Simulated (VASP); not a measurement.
Output of a VASP run:

File OSZICAR:
```
       N       E                     dE             d eps       ncg     rms          rms(c)
DAV:   1     0.965552361189E+02    0.96555E+02   -0.14724E+04   672   0.135E+03
DAV:   2    -0.592472711089E+02   -0.15580E+03   -0.14656E+03   919   0.227E+02
DAV:   3    -0.673642517027E+02   -0.81170E+01   -0.80577E+01   832   0.529E+01
DAV:   4    -0.675096434163E+02   -0.14539E+00   -0.14505E+00   843   0.782E+00
DAV:   5    -0.675134261731E+02   -0.37828E-02   -0.37813E-02   812   0.120E+00    0.173E+01
DAV:   6    -0.604457256903E+02    0.70677E+01   -0.24295E+01   792   0.236E+01    0.767E+00
DAV:   7    -0.602709898306E+02    0.17474E+00   -0.17295E+00   926   0.667E+00    0.336E+00
DAV:   8    -0.602421160309E+02    0.28874E-01   -0.10103E-01   792   0.184E+00    0.863E-01
DAV:   9    -0.602407982210E+02    0.13178E-02   -0.13053E-02   792   0.706E-01    0.165E-01
DAV:  10    -0.602413271359E+02   -0.52891E-03   -0.13590E-03   862   0.210E-01    0.728E-02
DAV:  11    -0.602413878049E+02   -0.60669E-04   -0.20740E-04   777   0.986E-02    0.170E-02
DAV:  12    -0.602413904327E+02   -0.26278E-05   -0.88631E-06   846   0.191E-02    0.552E-03
DAV:  13    -0.602413914460E+02   -0.10132E-05   -0.55220E-07   526   0.512E-03    0.177E-03
DAV:  14    -0.602413915232E+02   -0.77199E-07   -0.56277E-08   486   0.155E-03
   1 F= -.60241392E+02 E0= -.60241392E+02  d E =-.602414E+02
       N       E                     dE             d eps       ncg     rms          rms(c)
DAV:   1    -0.602415065439E+02   -0.11510E-03   -0.15035E-02   757   0.852E-01    0.659E-02
DAV:   2    -0.602414422703E+02    0.64274E-04   -0.41246E-04   832   0.134E-01    0.342E-02
DAV:   3    -0.602414050906E+02    0.37180E-04   -0.73841E-05   810   0.562E-02    0.916E-03
DAV:   4    -0.602414032414E+02    0.18492E-05   -0.15147E-05   827   0.233E-02    0.473E-03
DAV:   5    -0.602414029396E+02    0.30182E-06   -0.65724E-07   486   0.558E-03
   2 F= -.60241403E+02 E0= -.60241403E+02  d E =-.114164E-04
       N       E                     dE             d eps       ncg     rms          rms(c)
DAV:   1    -0.602414741789E+02   -0.70937E-04   -0.32885E-03   757   0.398E-01    0.310E-02
DAV:   2    -0.602414609222E+02    0.13257E-04   -0.89945E-05   832   0.627E-02    0.162E-02
DAV:   3    -0.602414537017E+02    0.72205E-05   -0.16178E-05   810   0.263E-02    0.434E-03
DAV:   4    -0.602414535592E+02    0.14252E-06   -0.31891E-06   639   0.109E-02
   3 F= -.60241454E+02 E0= -.60241454E+02  d E =-.620360E-04
```

**OUTCAR**
```
------------------------ aborting loop because EDIFF is reached ----------------------------------------
  FORCE on cell =-STRESS in cart. coord.  units (eV):
  Direction    XX          YY          ZZ          XY          YZ          ZX
  --------------------------------------------------------------------------------------
  Total       -0.0022776     -0.0022776     -0.0065878      0.0000000      0.0000000      0.0000000
  in kB       -0.0434582     -0.0434582     -0.1257017      0.0000000      0.0000000      0.0000000
  external PRESSURE =      -0.0708727 kB  Pullay stress =       0.0000000 kB
  volume of cell :       83.97
      direct lattice vectors                 reciprocal lattice vectors
     1.547032651 -2.679539237 -0.000000000     0.323199384 -0.186599246 -0.000000000
     1.547032651  2.679539237  0.000000000     0.323199384  0.186599246  0.000000000
     0.000000000 -0.000000000 10.127972643     0.000000000 -0.000000000  0.098736444
  FREE ENERGIE OF THE ION-ELECTRON SYSTEM (eV)
  ---------------------------------------------------
  free  energy   TOTEN  =       -60.2414535592 eV

  energy  without entropy=      -60.2414535592  energy(sigma->0) =      -60.24145356

 reached required accuracy - stopping structural energy minimisation
```
(Selected blocks of OUTCAR.)

### POSCAR
```
SiC
1
    1.5470119904    -2.6795034518    -0.0000000000
    1.5470119904     2.6795034518     0.0000000000
    0.0000000000     0.0000000000    10.1227922326
Si C
4 4
Direct
  1.0000000000   1.0000000000   0.0003054395
  1.0000000000   1.0000000000   0.5003054395
  0.6666670000   0.3333330000   0.7502546273
  0.3333330000   0.6666670000   0.2502546273
  1.0000000000   0.0000000000   0.8129228022
  0.0000000000   1.0000000000   0.3129228022
  0.6666670000   0.3333330000   0.5621471310
  0.3333330000   0.6666670000   0.0621471310
```

### Question
Write an INCAR and KPOINTS that could have produced this output.

### Answer
One answer among several that fit: the input of the run itself, PBE GGA, plane waves, VASP's PBE PAW potentials (set 64).

**INCAR**
```
# general
SYSTEM = SiC
PREC   = Accurate
ENCUT  = 520   # plane-wave cut-off (eV)
LREAL  = .FALSE.
LASPH  = .TRUE.

# electronic loop
EDIFF  = 1E-6
NELM   = 100
ALGO   = Normal   # blocked Davidson

# smearing
ISMEAR = 0
SIGMA  = 0.05   # width (eV)

# functional
GGA    = PE

# ions
IBRION = 2   # conjugate gradients
NSW    = 60
ISIF   = 3   # ions, shape and volume
EDIFFG = -0.02

# output
LWAVE  = .FALSE.
LCHARG = .FALSE.
```

**KPOINTS**
```
Automatic mesh
0
gamma
7 7 2
0 0 0
```

POTCAR, in this order: Si C (PBE.64 set). Program: vasp_std.

The compound is SiC in the 4h structure. This run relaxes it. Symmetry was kept, so distortions that lower it aren't found. The start is the result of an earlier pass.
